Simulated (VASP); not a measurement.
VASP ran on this input.

**POSCAR**
```
Pt3Ti
1
    3.8984522797     0.0000000000     0.0000000000
    0.0000000000     3.8984522797     0.0000000000
   -0.0000000000    -0.0000000000     3.8984522797
Ti Pt
1 3
Direct
  0.0000000000   0.0000000000   0.0000000000
  0.0000000000   0.5000000000   0.5000000000
  0.5000000000   0.0000000000   0.5000000000
  0.5000000000   0.5000000000   0.0000000000
```

KPOINTS:
```
Regular mesh
0
Gamma
  7 7 7
0 0 0
```

INCAR:
```
SYSTEM = Pt3Ti
PREC = Accurate
ENCUT = 480
EDIFF = 1E-6
NELM = 100
ALGO = Normal
LREAL = .FALSE.
LASPH = .TRUE.
ISMEAR = 1
SIGMA = 0.1
METAGGA = R2SCAN
LMIXTAU = .TRUE.
LMAXMIX = 6
LWAVE = .FALSE.
LCHARG = .FALSE.
IBRION = 2
ISIF = 3
NSW = 60
EDIFFG = -0.02
```

POTCAR, in this order: Ti_sv Pt (PBE.64 set). Program: vasp_std.

**Question.** Translate this r2SCAN calculation to Ansatz.

**Answer.** One equivalent input (not run):
Ansatz 0.2 input:
```yaml
crystal:
  lattice:
    - [3.8984523, 0.0000000, 0.0000000]
    - [0.0000000, 3.8984523, 0.0000000]
    - [0.0000000, 0.0000000, 3.8984523]
  atoms:
    - { symbol: Ti, position: [0.0000000, 0.0000000, 0.0000000] }
    - { symbol: Pt, position: [0.0000000, 0.5000000, 0.5000000] }
    - { symbol: Pt, position: [0.5000000, 0.0000000, 0.5000000] }
    - { symbol: Pt, position: [0.5000000, 0.5000000, 0.0000000] }
kpoints:
  mp_grid: { grid: [7, 7, 7] }
hamiltonian:
  xc: r2scan
  pseudopotentials: { kind: paw }
scf:
  occupations: { method: methfessel_paxton, width: 0.1 }
  max_iter: 100
relax:
  max_steps: 60
  f_tol: 0.02
  cell: {}
output: { forces: true, stress: true, eigenvalues: true }
```
What does not carry over: each code has its own PAW files, so the cut-off isn't converted (ENCUT is set for VASP's; basis.ecutwfc is left out, and Ansatz then takes the one that its files recommend); Ansatz stops its SCF on the density residual and VASP on the energy change (EDIFF).

The compound is Pt3Ti in the L1_2 structure. This run relaxes it. Symmetry was kept, so distortions that lower it aren't found. The start is the result of an earlier pass.
